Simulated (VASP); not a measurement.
These are r2SCAN meta-GGA with spin-orbit coupling, VASP's PBE PAW potentials (set 64) (plane waves; VASP) values and carry that method's errors.

The input files of a VASP run:

File KPOINTS_OPT:
```
k-points along high-symmetry lines
5
Line-mode
Reciprocal
  0.000000   0.000000   0.000000 ! GAMMA
  0.500000   0.000000   0.000000 ! M

  0.500000   0.000000   0.000000 ! M
  0.333333   0.333333   0.000000 ! K

  0.333333   0.333333   0.000000 ! K
  0.000000   0.000000   0.000000 ! GAMMA

  0.000000   0.000000   0.000000 ! GAMMA
  0.000000   0.000000   0.500000 ! A

  0.000000   0.000000   0.500000 ! A
  0.500000   0.000000   0.500000 ! L

  0.500000   0.000000   0.500000 ! L
  0.333333   0.333333   0.500000 ! H

  0.333333   0.333333   0.500000 ! H
  0.000000   0.000000   0.500000 ! A

  0.500000   0.000000   0.500000 ! L
  0.500000   0.000000   0.000000 ! M

  0.333333   0.333333   0.500000 ! H
  0.333333   0.333333   0.000000 ! K
```

**INCAR**
```
ALGO = Normal
EDIFF = 1E-6
ENCUT = 400
GGA_COMPAT = .FALSE.
ISMEAR = 0
LASPH = .TRUE.
LCHARG = .FALSE.
LMAXMIX = 4
LMIXTAU = .TRUE.
LREAL = .FALSE.
LSORBIT = .TRUE.
LWAVE = .FALSE.
MAGMOM = 0 0 0 0 0 0 0 0 0
METAGGA = R2SCAN
NELM = 100
PREC = Accurate
SIGMA = 0.05
SYSTEM = Se
```

File POSCAR:
```
Se
1
    2.2506733677    -3.8982806088     0.0000000000
    2.2506733677     3.8982806088     0.0000000000
    0.0000000000     0.0000000000     4.9858397680
Se
3
Direct
  0.0000000000   0.2175462923   0.6666670000
  0.7824537077   0.7824537077   0.0000000000
  0.2175462923   0.0000000000   0.3333330000
```

KPOINTS:
```
K-points
0
gamma
 5 5 4
```

POTCAR, in this order: Se (PBE.64 set). Program: vasp_ncl.

Problem. What will the output report for the number of irreducible k-points (NKPTS), number of bands (NBANDS), largest plane-wave count, number of space-group operations, FFT grid (NGX, NGY, NGZ)?

Solution. 
```yaml
number of irreducible k-points (NKPTS): 23
number of bands (NBANDS): 26
largest_plane_wave_count: 3272
number_of_space_group_operations: 6
FFT grid (NGX, NGY, NGZ): 30 × 30 × 36
```

The compound is Se in the trig structure. It was relaxed first, which changed the volume by +7 %.
